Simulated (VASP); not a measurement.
Consider the following.

```
PbO
1.0
    4.05846     0.00000     0.00000
    0.00000     4.05846     0.00000
    0.00000     0.00000     5.40839
Pb O
2 2
Cartesian
  2.02923   0.00000   4.21802
  0.00000   2.02923   1.19037
  2.02923   2.02923   0.00000
  0.00000   4.05846   0.00000
```

Computed with PW91 GGA, VASP's PBE PAW potentials (set 64) (plane waves; VASP). Settings: 520 eV cut-off, 6×6×5 Γ-centred mesh, tetrahedra with Blöchl corrections, potentials Pb_d O.

Without a dispersion term in the relaxation, distances and binding between the weakly bound layers, chains or molecules are unreliable, and so is what depends on them. Unless said otherwise, spin-orbit coupling is left out, though it shifts the bands of the heavy elements here.

Predict the energy per atom (σ→0), band gap (on the k-mesh) with the smallest direct gap where there is one.

```
Quantity                                     Result
-----------------------------------  --------------
band gap (on the k-mesh)                    1.64 eV
smallest direct gap (on the k-mesh)         2.01 eV
energy per atom (σ→0)                -5.429 eV/atom
```

The absolute energy has meaning only against runs of the same code, potentials and settings.

The compound is PbO in the litharge structure. It was relaxed first, which changed the volume by +12 %.
